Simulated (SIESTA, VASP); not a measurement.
VASP input:

**INCAR**
```
SYSTEM = Rb2Te
ENCUT = 300   # plane-wave cut-off (eV)
ISIF = 2   # forces and stress, cell fixed
LCHARG = F
EDIFF = 1E-6   # SCF stop (eV)
LWAVE = F
PREC = Accurate
ISMEAR = -1   # Fermi-Dirac
LREAL = F   # projection in real space or not
SIGMA = 0.02
ALGO = Normal
LASPH = T
LMAXMIX = 4   # l cut-off of mixed one-centre charges
GGA = PS
NELM = 100   # most electronic steps
```

POSCAR:
```
Rb2Te
1
    0.0000000000     4.2811050000     4.2811050000
    4.2811050000     0.0000000000     4.2811050000
    4.2811050000     4.2811050000     0.0000000000
Rb Te
2 1
Direct
  0.2500000000   0.2500000000   0.2500000000
  0.7500000000   0.7500000000   0.7500000000
  0.0000000000   0.0000000000   0.0000000000
```

KPOINTS:
```
Automatic mesh
0
Gamma
6 6 6
0 0 0
```

POTCAR, in this order: Rb_sv Te (PBE.64 set). Program: vasp_std.

Question: Write an input for SIESTA that does the same calculation.

Answer: One input that does it (GGA PBEsol, numerical atomic orbitals DZP, PseudoDojo PBEsol standard norm-conserving potentials (rewritten from UPF to PSML)):
```
# files in the folder: Rb.psml Te.psml (PseudoDojo PBEsol standard)
SystemName  Rb2Te
SystemLabel rb2te

NumberOfAtoms                3
NumberOfSpecies              2
%block ChemicalSpeciesLabel
  1 37 Rb
  2 52 Te
%endblock ChemicalSpeciesLabel
LatticeConstant              1.0 Bohr
%block LatticeVectors
     0.000000000    8.090115961    8.090115961
     8.090115961    0.000000000    8.090115961
     8.090115961    8.090115961    0.000000000
%endblock LatticeVectors
AtomicCoordinatesFormat      Ang
%block AtomicCoordinatesAndAtomicSpecies
     2.140552500    2.140552500    2.140552500  1
     6.421657500    6.421657500    6.421657500  1
     0.000000000    0.000000000    0.000000000  2
%endblock AtomicCoordinatesAndAtomicSpecies

XC.functional                GGA
XC.authors                   PBEsol
PAO.BasisSize                DZP
PAO.EnergyShift              0.01 Ry
MeshCutoff                   400 Ry
%block kgrid.MonkhorstPack
    6   0   0  0.0
    0   6   0  0.0
    0   0   6  0.0
%endblock kgrid.MonkhorstPack
OccupationFunction           FD
ElectronicTemperature        232.09 K

MaxSCFIterations             150
SCF.Mixer.Method             Pulay
SCF.Mixer.Weight             0.2
SCF.Mixer.History            6
SCF.DM.Tolerance             1.0E-04
Diag.ParallelOverK           true
WriteForces                  true
```
Both inputs were run and reached self-consistency, which says nothing on mesh or cut-off. Potentials, basis and cut-offs are each code's own, so they don't translate, and total energies aren't comparable.

The structure comes from a computed database's Rb2Te entry (Fm-3m); how it stands against other phases isn't given here. The cell was not relaxed at this level, and it may have been scaled.
